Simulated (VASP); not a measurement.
A convergence study with VASP on Sb (a7): one setting is varied, all else stays as given below, so the limit is that of these other settings.

```yaml
crystal:
  lattice:
    - [3.95734, -2.15500, 0.00000]
    - [3.95734, 2.15500, 0.00000]
    - [2.78382, 0.00000, 3.54329]
  atoms:
    - { symbol: Sb, position: [0.23350, 0.23350, 0.23350] }
    - { symbol: Sb, position: [0.76650, 0.76650, 0.76650] }
```

Calculation: PBE GGA, VASP's PBE PAW potentials (set 64) (plane waves; VASP). The tightest run used: 550 eV cut-off, 20×20×20 Γ-centred mesh, first-order Methfessel-Paxton smearing of 0.10 eV, potentials Sb.

Q: The settings run are 1×1×1 mesh; 2×2×2 mesh; 3×3×3 mesh; 4×4×4 mesh; 5×5×5 mesh; 6×6×6 mesh; 7×7×7 mesh; 8×8×8 mesh; 9×9×9 mesh; 10×10×10 mesh; 11×11×11 mesh; 12×12×12 mesh; 13×13×13 mesh; 14×14×14 mesh; 15×15×15 mesh; 16×16×16 mesh; 17×17×17 mesh; 18×18×18 mesh; 19×19×19 mesh; 20×20×20 mesh. From which on does the energy per atom stay within 0.005 eV/atom of the tightest run?

A: From 8×8×8 mesh on: it is off by 0.0049 there and by no more than 0.005 in any finer run, while 7×7×7 mesh is off by 0.0117.
| setting | E (eV/atom) | pressure (GPa) | largest force (eV/Å) | irreducible k-points | difference judged (eV/atom) |
|---|---|---|---|---|---|
| 1×1×1 mesh | 0.2718 | 47.08 | 2.836 | 1 | 4.3952 |
| 2×2×2 mesh | -3.1483 | 9.32 | 1.876 | 4 | 0.9751 |
| 3×3×3 mesh | -4.1803 | 3.51 | 0.092 | 6 | 0.0568 |
| 4×4×4 mesh | -4.1488 | 2.76 | 0.029 | 13 | 0.0253 |
| 5×5×5 mesh | -4.1461 | 2.65 | 0.072 | 19 | 0.0226 |
| 6×6×6 mesh | -4.1342 | 2.83 | 0.102 | 32 | 0.0107 |
| 7×7×7 mesh | -4.1352 | 2.78 | 0.195 | 44 | 0.0117 |
| 8×8×8 mesh | -4.1284 | 2.73 | 0.186 | 65 | 0.0049 |
| 9×9×9 mesh | -4.1280 | 2.80 | 0.216 | 85 | 0.0045 |
| 10×10×10 mesh | -4.1267 | 2.76 | 0.225 | 116 | 0.0033 |
| 11×11×11 mesh | -4.1262 | 2.77 | 0.235 | 146 | 0.0027 |
| 12×12×12 mesh | -4.1253 | 2.76 | 0.234 | 189 | 0.0019 |
| 13×13×13 mesh | -4.1248 | 2.78 | 0.243 | 231 | 0.0014 |
| 14×14×14 mesh | -4.1247 | 2.76 | 0.243 | 288 | 0.0012 |
| 15×15×15 mesh | -4.1241 | 2.76 | 0.246 | 344 | 0.0006 |
| 16×16×16 mesh | -4.1240 | 2.77 | 0.247 | 417 | 0.0006 |
| 17×17×17 mesh | -4.1239 | 2.76 | 0.248 | 489 | 0.0004 |
| 18×18×18 mesh | -4.1236 | 2.77 | 0.248 | 580 | 0.0001 |
| 19×19×19 mesh | -4.1236 | 2.77 | 0.248 | 670 | 0.0001 |
| 20×20×20 mesh | -4.1235 | 2.77 | 0.248 | 781 | 0.0000 |

Left out are rungs that failed or repeat a setting and relaxations that didn't move; long series are thinned to 24 rows.

The compound is Sb in the a7 structure. The cell was not relaxed at this level, forces remain on its atoms.
